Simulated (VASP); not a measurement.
**Ta3AsAu2O13 under changes of volume**

One of the cells (21.173 Å³/atom); the others are scaled copies at fixed shape and fractional positions:

```xyz
19
Lattice="5.2771 3.0467 4.1702 -5.2771 3.0467 4.1702 0.0000 -6.0935 4.1702" Properties=species:S:1:pos:R:3 pbc="T T T"
Ta   -1.8006    1.0396    4.3138
Ta    0.0000   -2.0792    4.3138
Ta    1.8006    1.0396    4.3138
As    0.0000    0.0000    6.9906
Au    0.0000    0.0000   12.0800
Au    0.0000    0.0000    9.3960
O    -1.3656    0.7884    6.1939
O     0.0000   -1.5769    6.1939
O     1.3656    0.7884    6.1939
O     2.5548   -0.6401    3.6307
O    -0.7231    2.5326    3.6307
O    -1.8317   -1.8925    3.6307
O     1.8317   -1.8925    3.6307
O    -2.5548   -0.6401    3.6307
O     0.7231    2.5326    3.6307
O    -3.3691    1.9451    4.0339
O     0.0000   -3.8902    4.0339
O     3.3691    1.9451    4.0339
O     0.0000    0.0000    3.8582
```

The cell was built by a generator and needn't be a form met in nature.

* Program: VASP 6.6.1
* Functional: PBE
* Potentials or basis: VASP PAW PBE potentials, release 64 (Ta_pv, As, Au, O)
* Cutoff: 520 eV
* k mesh: 4 × 4 × 4
* Occupations: fermi-dirac, width 0.05 eV
* Spin: no spin polarisation

```csv
volume (Å³/atom),energy over the lowest point (meV/atom),pressure (GPa),gap on the mesh (eV),largest force (eV/Å)
19.512,32.78,8.1,1.22,1.686
19.927,14.98,5.3,1.17,1.175
20.343,4.02,2.8,1.11,0.744
21.173,0.00,-1.4,1.00,0.199
21.588,?,?,?,?
22.003,15.86,-4.9,0.89,0.940
```

What does the run at 21.588 Å³/atom give?

Energy over the lowest point 5.71 meV/atom; pressure -3.2 GPa; gap on the mesh 0.95 eV; largest force 0.575 eV/Å.

Worked out: A Birch-Murnaghan fit of order 3 (a polynomial in V^(-2/3)) to the other rows has its minimum at 20.90 Å³/atom with B0 = V·E''(V) = 103 GPa and B' = 4.4 at fixed shape and positions, which overstates the stiffness. It gives 5.70 meV/atom at 21.588 Å³/atom, against the run's 5.71, and -dE/dV = -3.1 GPa, against -3.2. A straight line through the other rows of the gap, of slope -2.77 eV per unit of ln V, gives 0.94 eV, against the run's 0.95.

Energies are extrapolated to zero smearing.

Caveats: spin-orbit coupling is left out, which moves the levels of the heavy elements; forces of over 1 eV/Å show positions far from the minimum, so gaps and moduli don't describe the material at rest (some runs).

A mesh can miss the band edges.
